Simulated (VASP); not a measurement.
Given:

```xyz
3
Lattice="3.1475 0.0000 0.0000 -1.5737 2.7258 0.0000 0.0000 0.0000 6.1191" Properties=species:S:1:pos:R:3 pbc="T T T"
Cr     0.0000     0.0000     0.0000
Se     1.5737     0.9086     4.5621
Se     0.0000     1.8172     1.5570
```

These are LDA (Ceperley-Alder, Perdew-Zunger), VASP's LDA PAW potentials (set 64) (plane waves; VASP 6.6.1) values and carry that method's errors. Settings: 400 eV cut-off, 13×13×6 Γ-centred mesh, tetrahedra with Blöchl corrections, potentials Cr_pv Se.

Task: Estimate the energy per atom (σ→0), band gap (on the k-mesh) with the smallest direct gap where there is one.

Result: 
The band gap (on the k-mesh) is none (metal, semimetal or under 0.01 eV) and the energy per atom (σ→0) is -6.699 eV/atom.

The structure comes from a computed database's CrSe2 entry (P-3m1); how it stands against other phases isn't given here. It was relaxed first, which changed the volume by -16 %. The run is not spin-polarised, so no magnetic state was tried.
